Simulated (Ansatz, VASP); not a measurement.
# BN: VASP beside Ansatz, part 2 of 2

Aim: how closely do two programs agree when they are given the same cell, functional and k mesh? The cell is taken from a series of runs on this material, whose earlier steps may have relaxed, scaled, displaced or heated it; both programs get it as it stands.

VASP 6.6.1 and Ansatz 0.2.0.

So far: Starting point; Ansatz: zone-centre phonons, PBE, pair 1; VASP: zone-centre phonons, PBE, pair 1.

## Step 3: VASP: zone-centre phonons, PBE, pair 1 (continued)

Level of this step: PBE; plane waves and PAW (B, N) (VASP).

Numbers of over 12 decimals in the logs are rounded to 6 here.

Parts of OUTCAR (step 3):

```text
NELECT = 15.96

 ion  position               nearest neighbor table
   1  0.333  0.667  0.250-   4 1.45   4 1.45   4 1.45
   2  0.667  0.333  0.750-   3 1.45   3 1.45   3 1.45
   3  0.333  0.667  0.750-   2 1.45   2 1.45   2 1.45
   4  0.667  0.333  0.250-   1 1.45   1 1.45   1 1.45

  LATTYP: Found a hexagonal cell.
 ALAT       =     2.5121538151
 C/A-ratio  =     3.3814321003

 Subroutine GETGRP returns: Found 24 space group operations
 (whereof 12 operations were pure point group operations)

The static configuration has the point symmetry D_3d.
 The point group associated with its full space group is D_6h.

 Found     81 irreducible k-points:

   k-points           NKPTS =     81   k-points in BZ     NKDIM =     81   number of bands    NBANDS=     13

   dimension x,y,z NGX =    20 NGY =   20 NGZ =   70
   dimension x,y,z NGXF=    40 NGYF=   40 NGZF=  140

   ENCUT  =  600.0 eV  44.10 Ry    6.64 a.u.   5.02  5.02 16.97*2*pi/ulx,y,z

 k-points in reciprocal lattice and weights: Automatic mesh
   0.00000000  0.00000000  0.00000000       0.001
   0.06666667  0.00000000  0.00000000       0.007
   0.13333333  0.00000000  0.00000000       0.007
   0.20000000 -0.00000000  0.00000000       0.007
   0.26666667  0.00000000  0.00000000       0.007
   0.33333333  0.00000000  0.00000000       0.007
   0.40000000  0.00000000  0.00000000       0.007
   0.46666667  0.00000000  0.00000000       0.007
   0.06666667  0.06666667  0.00000000       0.007
[...]
0.33333333  0.26666667  0.50000000       0.013
   0.33333333  0.33333333  0.50000000       0.002

 average (electrostatic) potential at core
       1 -30.8467       2 -30.8467       3 -66.7922       4 -66.7922

  Total       -0.2225232     -0.2225232     -0.3129898      0.0000000      0.0000000      0.0000000
  in kB       -7.6791971     -7.6791971    -10.8011704      0.0000000      0.0000000      0.0000000
  external PRESSURE =      -8.7198549 kB  Pullay stress =       0.0000000 kB

  energy-cutoff  :      600.00
  volume of cell :       46.43
      direct lattice vectors                 reciprocal lattice vectors
     2.512153815  0.000000000  0.000000000     0.398064798  0.229822818  0.000000000
    -1.256076908  2.175589022  0.000000000     0.000000000  0.459645636  0.000000000
     0.000000000  0.000000000  8.494677551     0.000000000  0.000000000  0.117720772

 POSITION                                       TOTAL-FORCE (eV/Angst)
 -----------------------------------------------------------------------------------
     -0.00000      1.45039      2.12367        -0.000000      0.000000      0.000000
      1.25608      0.72520      6.37101        -0.000000     -0.000000     -0.000000
     -0.00000      1.45039      6.37101         0.000000     -0.000000     -0.000000
      1.25608      0.72520      2.12367        -0.000000      0.000000     -0.000000
 -----------------------------------------------------------------------------------
    total drift:                               -0.000000     -0.000000      0.000000

 Eigenvectors and eigenvalues of the dynamical matrix
 ----------------------------------------------------

   1 f  =   40.311377 THz   253.283851 2PiTHz 1344.642796 cm-1   166.714384 meV
             X         Y         Z           dx          dy          dz
     -0.000000  1.450393  2.123669    -0.514363    0.132517   -0.000000
      1.256077  0.725196  6.371008    -0.514363    0.132517   -0.000000
     -0.000000  1.450393  6.371008     0.452006   -0.116451   -0.000000
      1.256077  0.725196  2.123669     0.452006   -0.116451    0.000000

   2 f  =   40.311377 THz   253.283851 2PiTHz 1344.642796 cm-1   166.714384 meV
             X         Y         Z           dx          dy          dz
     -0.000000  1.450393  2.123669    -0.132517   -0.514363    0.000000
      1.256077  0.725196  6.371008    -0.132517   -0.514363    0.000000
     -0.000000  1.450393  6.371008     0.116451    0.452006   -0.000000
      1.256077  0.725196  2.123669     0.116451    0.452006   -0.000000

   3 f  =   40.307310 THz   253.258301 2PiTHz 1344.507155 cm-1   166.697567 meV
             X         Y         Z           dx          dy          dz
     -0.000000  1.450393  2.123669     0.514350   -0.132514   -0.000000
      1.256077  0.725196  6.371008    -0.514350    0.132514   -0.000000
     -0.000000  1.450393  6.371008     0.452020   -0.116456    0.000000
      1.256077  0.725196  2.123669    -0.452020    0.116456    0.000000

   4 f  =   40.307310 THz   253.258301 2PiTHz 1344.507155 cm-1   166.697567 meV
             X         Y         Z           dx          dy          dz
     -0.000000  1.450393  2.123669     0.132514    0.514350   -0.000000
      1.256077  0.725196  6.371008    -0.132514   -0.514350    0.000000
     -0.000000  1.450393  6.371008     0.116456    0.452020   -0.000000
      1.256077  0.725196  2.123669    -0.116456   -0.452020   -0.000000

   5 f  =   24.059168 THz   151.168210 2PiTHz  802.527454 cm-1    99.500678 meV
             X         Y         Z           dx          dy          dz
     -0.000000  1.450393  2.123669    -0.000000    0.000000    0.531755
      1.256077  0.725196  6.371008     0.000000   -0.000000   -0.531755
     -0.000000  1.450393  6.371008    -0.000000    0.000000    0.466086
      1.256077  0.725196  2.123669    -0.000000    0.000000   -0.466086

   6 f  =   23.305789 THz   146.434592 2PiTHz  777.397445 cm-1    96.384956 meV
             X         Y         Z           dx          dy          dz
     -0.000000  1.450393  2.123669    -0.000000   -0.000000   -0.531215
      1.256077  0.725196  6.371008     0.000000   -0.000000   -0.531215
     -0.000000  1.450393  6.371008    -0.000000    0.000000    0.466701
      1.256077  0.725196  2.123669    -0.000000   -0.000000    0.466701

   7 f  =    0.663342 THz     4.167901 2PiTHz   22.126710 cm-1     2.743361 meV
             X         Y         Z           dx          dy          dz
     -0.000000  1.450393  2.123669     0.000000   -0.000000   -0.466086
      1.256077  0.725196  6.371008     0.000000   -0.000000    0.466086
     -0.000000  1.450393  6.371008     0.000000   -0.000000    0.531755
      1.256077  0.725196  2.123669     0.000000   -0.000000   -0.531755

   8 f/i=    0.000966 THz     0.006072 2PiTHz    0.032237 cm-1     0.003997 meV
             X         Y         Z           dx          dy          dz
     -0.000000  1.450393  2.123669    -0.125456    0.449590    0.000000
      1.256077  0.725196  6.371008    -0.125456    0.449590    0.000000
     -0.000000  1.450393  6.371008    -0.142763    0.511614    0.000000
      1.256077  0.725196  2.123669    -0.142763    0.511614    0.000000

   9 f/i=    0.000966 THz     0.006072 2PiTHz    0.032237 cm-1     0.003997 meV
             X         Y         Z           dx          dy          dz
     -0.000000  1.450393  2.123669     0.449590    0.125456    0.000000
      1.256077  0.725196  6.371008     0.449590    0.125456    0.000000
     -0.000000  1.450393  6.371008     0.511614    0.142763    0.000000
      1.256077  0.725196  2.123669     0.511614    0.142763    0.000000

  10 f/i=    0.002258 THz     0.014190 2PiTHz    0.075331 cm-1     0.009340 meV
             X         Y         Z           dx          dy          dz
     -0.000000  1.450393  2.123669    -0.000000   -0.000000    0.466701
      1.256077  0.725196  6.371008    -0.000000   -0.000000    0.466701
     -0.000000  1.450393  6.371008    -0.000000   -0.000000    0.531215
      1.256077  0.725196  2.123669    -0.000000   -0.000000    0.531215

  11 f/i=    0.203912 THz     1.281215 2PiTHz    6.801764 cm-1     0.843311 meV
             X         Y         Z           dx          dy          dz
     -0.000000  1.450393  2.123669     0.082231    0.459481    0.000000
      1.256077  0.725196  6.371008    -0.082231   -0.459481    0.000000
     -0.000000  1.450393  6.371008    -0.093570   -0.522839    0.000000
      1.256077  0.725196  2.123669     0.093570    0.522839    0.000000

  12 f/i=    0.203912 THz     1.281215 2PiTHz    6.801764 cm-1     0.843311 meV
             X         Y         Z           dx          dy          dz
     -0.000000  1.450393  2.123669     0.459481   -0.082231    0.000000
      1.256077  0.725196  6.371008    -0.459481    0.082231    0.000000
     -0.000000  1.450393  6.371008    -0.522839    0.093570    0.000000
      1.256077  0.725196  2.123669     0.522839   -0.093570    0.000000

 ELASTIC MODULI CONTR FROM IONIC RELAXATION (kBar)
 Direction    XX          YY          ZZ          XY          YZ          ZX
 --------------------------------------------------------------------------------
 XX        -232.3693    232.3693     -0.0000      0.0000      0.0000     -0.0000
 YY         232.3693   -232.3693      0.0000      0.0000     -0.0000      0.0000
 ZZ          -0.0000      0.0000     -0.0000      0.0000      0.0000     -0.0000
 XY           0.0000      0.0000      0.0000   -232.3693      0.0000     -0.0000
 YZ           0.0000     -0.0000      0.0000      0.0000     -0.0000      0.0000
 ZX          -0.0000      0.0000     -0.0000     -0.0000      0.0000     -0.0000
 --------------------------------------------------------------------------------
```

## Step 4: Side by side

Known differences besides the potentials themselves: the cutoff is 420 eV in Ansatz and 600 eV in VASP. Total energies have different zeros and are not compared.

Both answers:

```csv
quantity,Ansatz,VASP,difference
"optical mode 1 to 2 (imaginary, printed as negative) (cm⁻¹)",10.9,-6.8,+17.7
optical mode 3 (cm⁻¹),24.8,22.1,+2.7
optical mode 4 (cm⁻¹),776.2,777.4,-0.16 %
optical mode 5 (cm⁻¹),801.2,802.5,-0.17 %
optical mode 6 to 7 (cm⁻¹),1345.7,1344.5,+0.09 %
optical mode 8 to 9 (cm⁻¹),1346.3,1344.6,+0.12 %
```

Modes are paired by rising frequency, not by their patterns, so a pair may set unlike modes beside each other; they are those without the splitting of longitudinal modes. The cell carries a charge of +0.04 e against a uniform background, so its pressure also hangs on how the neutralising background is counted, and in a defect's cell a gap may be the spacing between its levels.

## Step 5: VASP: zone-centre phonons, PBE, pair 2

Second derivatives magnify differences that forces hide, and they need a tight electronic threshold.

The input, INCAR:

```
SYSTEM = BN
PREC = Accurate
ENCUT = 600
EDIFF = 1E-08
NELM = 120
ISMEAR = -1
SIGMA = 0.026
LREAL = .FALSE.
ALGO = Normal
GGA = PE
NELECT = 16.04
NBANDS = 14
LORBIT = 11
LWAVE = .FALSE.
LCHARG = .FALSE.
ISIF = 2
IBRION = 8
LASPH = .TRUE.
GGA_COMPAT = .FALSE.
KPAR = 2
```

The input, POSCAR:

```
BN
1.0
    2.5121538151      0.0000000000      0.0000000000
   -1.2560769076      2.1755890220      0.0000000000
    0.0000000000      0.0000000000      8.4946775513
B N
2 2
Direct
    0.3333333334      0.6666666668      0.2500000000
    0.6666666668      0.3333333334      0.7500000000
    0.3333333334      0.6666666668      0.7500000000
    0.6666666668      0.3333333334      0.2500000000
```

The input, KPOINTS:

```
Automatic mesh
0
Gamma
15 15 4
0 0 0
```

Potentials, in the order of the species: B and N (PBE family, release 64).

Command:

```console
$ mpirun -np 2 vasp_std
```

What it wrote:

```text
[... set-up lines as in an earlier step ...]
 entering main loop
       N       E                     dE             d eps       ncg     rms          rms(c)
DAV:   1     0.756059797949E+02    0.75606E+02   -0.84047E+03  2276   0.114E+03
DAV:   2    -0.329675474768E+02   -0.10857E+03   -0.96875E+02  3170   0.261E+02
DAV:   3    -0.387287860524E+02   -0.57612E+01   -0.57126E+01  3006   0.618E+01
DAV:   4    -0.387973456422E+02   -0.68560E-01   -0.68532E-01  2682   0.717E+00
DAV:   5    -0.387984364644E+02   -0.10908E-02   -0.10905E-02  3000   0.892E-01BRMIX: very serious problems
 the old and the new charge density differ
 old charge density:    16.00000 new   16.04000
BRMIX: very serious problems
 the old and the new charge density differ
 old charge density:    16.00000 new   16.04000
    0.112E+01
DAV:   6    -0.354506090986E+02    0.33478E+01   -0.68894E+00  2826   0.212E+01    0.499E+00
DAV:   7    -0.351194127039E+02    0.33120E+00   -0.59056E-01  2808   0.599E+00    0.312E+00
DAV:   8    -0.350177793185E+02    0.10163E+00   -0.35828E-01  2736   0.409E+00    0.557E-01
[...]
RMM:  11    -0.236286299487E+00    0.73978E-07    0.62098E-06 17093   0.285E-05    0.139E-06
RMM:  12    -0.236286306100E+00   -0.66136E-08    0.53568E-06 15650   0.233E-05    0.139E-07
RMM:  13    -0.236286314649E+00   -0.85482E-08    0.53158E-06 11090   0.216E-05    0.620E-08
 first order change of Fermi-energy   0.25080E-04
 force on displaced ion       3 direction 1 : -38.060   0.001   0.000
 Linear response progress:
  Degree of freedom:   4/  4
       N       E                     dE             d eps       ncg     rms          rms(c)
RMM:   1    -0.271283635963E+00   -0.27128E+00    0.17275E-01  5069   0.298E+00
RMM:   2    -0.272436595145E+00   -0.11530E-02   -0.27313E-03  4405   0.356E-01    0.191E-01
RMM:   3    -0.272658102904E+00   -0.22151E-03   -0.16148E-03  4477   0.239E-01    0.859E-02
RMM:   4    -0.273662127607E+00   -0.10040E-02   -0.81836E-04  4539   0.160E-01    0.142E-02
[...]
RMM:  11    -0.273562346043E+00   -0.11512E-06    0.31537E-09  4984   0.336E-05    0.203E-06
RMM:  12    -0.273562318194E+00    0.27849E-07   -0.34951E-10  4991   0.205E-05    0.444E-07
RMM:  13    -0.273562313430E+00    0.47637E-08    0.37031E-09  3884   0.159E-05    0.186E-07
 first order change of Fermi-energy   0.17055E-04
 force on displaced ion       3 direction 3 :   0.000   0.000 -13.510
 Linear response finished
```

From OUTCAR (step 5):

```text
  Total        0.2664783      0.2664783      0.2125847     -0.0000000      0.0000000      0.0000000
  in kB        9.1960738      9.1960738      7.3362234     -0.0000000      0.0000000      0.0000000
  external PRESSURE =       8.5761237 kB  Pullay stress =       0.0000000 kB

 POSITION                                       TOTAL-FORCE (eV/Angst)
 -----------------------------------------------------------------------------------
     -0.00000      1.45039      2.12367        -0.000000      0.000000      0.000000
      1.25608      0.72520      6.37101         0.000000     -0.000000     -0.000000
     -0.00000      1.45039      6.37101        -0.000000      0.000000      0.000000
      1.25608      0.72520      2.12367        -0.000000     -0.000000     -0.000000
 -----------------------------------------------------------------------------------
    total drift:                               -0.000000     -0.000000      0.000000

[... 1 part as in an earlier step ...]

[... 1 further part left out ...]
```

## Step 6: Ansatz: zone-centre phonons, PBE, pair 2

The same cell, functional, mesh and smearing now go to Ansatz, which takes its cutoff from its data sets.

The cell is taken from a series of runs on this material, whose earlier steps may have relaxed, scaled, displaced or heated it; both programs get it as it stands.

The input, input.yaml:

```yaml
crystal:
  lattice:
    - [2.5121538151, 0.0, 0.0]
    - [-1.2560769076, 2.175589022, 0.0]
    - [0.0, 0.0, 8.4946775513]
  atoms:
    - { symbol: B, position: [0.3333333333, 0.6666666667, 0.25] }
    - { symbol: B, position: [0.6666666667, 0.3333333333, 0.75] }
    - { symbol: "N", position: [0.3333333333, 0.6666666667, 0.75] }
    - { symbol: "N", position: [0.6666666667, 0.3333333333, 0.25] }
total_charge: -0.04
kpoints:
  mp_grid: { grid: [15, 15, 4] }
hamiltonian:
  xc: pbe
scf:
  occupations: { method: fermi_dirac, width: 0.026 }
  n_extra_bands: 10
output:
  eigenvalues: true
phonons:
  method: dfpt
```

Command:

```console
$ ansatz run input.yaml --threads 4 --pin off --max-ram 8192MiB --backend cpu --events-out ev --progress --plain --runs-dir out
```

What it wrote:

```text
[...]
Crystal: 4 atoms, lattice volume = 46.427 Å³
Basis set: ecut = 420 eV, 899 PW (Γ), exchange–correlation on 36×36×120 points (8 copies of the dense FFT grid, shifted against one another)
Bands: 19, of which v1, the nominal top of the filled ones, is band 8 counted from 1 (7 counted from 0)
Symmetry: 24 space group operations
k-points: 192 of 900 (irreducible under 4 space group operations, time reversal used)
[...]
k-point 1: bands = [... 4 lower, 1.0473, 1.0473, 1.0480, 1.0480, 7.0361, 9.1436, 12.9379, 13.9319, ... 7 higher]
  k-point 2: bands = [... 4 lower, 1.0474, 1.0474, 1.0474, 1.0474, 7.9334, 7.9334, 13.8737, 13.8737, ... 7 higher]
  k-point 191: bands = [... 4 lower, -2.9872, -2.9872, 0.8889, 0.8889, 8.4609, 8.4609, 12.7871, 12.7871, ... 7 higher]
[...]
ASR residual: 2.265e-4 → 0.000e0 eV/Å²; symmetrization residual: 7.735e-7 eV/Å²
  ASR residual per site (eV/Å²): 1.52e-4 1.52e-4 2.26e-4 2.26e-4
[...]
[key lines of the parts left out:]
SCF converged after 8 iterations
Free energy (F): -1084.583129 eV
Fermi energy:    7.022212 eV
```

## Step 7: Comparison

The two programs side by side:

```csv
quantity,Ansatz,VASP,difference
"optical mode 1 to 2 (imaginary, printed as negative) (cm⁻¹)",-23.3,-25.7,+2.4
optical mode 3 (cm⁻¹),22.7,18.3,+4.3
optical mode 4 (cm⁻¹),765.0,766.2,-0.17 %
optical mode 5 (cm⁻¹),784.5,786.0,-0.18 %
optical mode 6 to 7 (cm⁻¹),1279.9,1278.1,+0.14 %
optical mode 8 to 9 (cm⁻¹),1321.5,1319.0,+0.19 %
```

Modes are paired by rising frequency, not by their patterns, so a pair may set unlike modes beside each other; they are those without the splitting of longitudinal modes. The cell carries a charge of -0.04 e against a uniform background, so its pressure also hangs on how the neutralising background is counted, and in a defect's cell a gap may be the spacing between its levels.

## Step 8: Summary of results

* r.m.s. difference of the optical zone-centre modes, each program's sorted by frequency (zone-centre phonons, PBE, pair 1): 8.4 cm⁻¹
* r.m.s. difference of the optical zone-centre modes, each program's sorted by frequency (zone-centre phonons, PBE, pair 2): 2.4 cm⁻¹

What this shows: The r.m.s. difference of the optical zone-centre modes, each program's sorted by frequency is 8.4 cm⁻¹ (zone-centre phonons, PBE, pair 1). What causes the difference of the zone-centre phonons, PBE, pair 1 pair stays open here. Such differences can come from data sets, numerical settings and the points named under the comparisons, not from the functional's error against experiment.

[Lines on the potential files, build, host, timing and source positions are cut from VASP's logs without a mark.]

[Logs are printed without paths, hosts, clocks, repeated set-up lines and the standing remarks that a program may print on its own settings, such as how far it seeks lower states.]

[Hosts, paths, dates, database ids (printed as entryN), source tags and the programs' standing remarks are cut or masked in the printed files.]
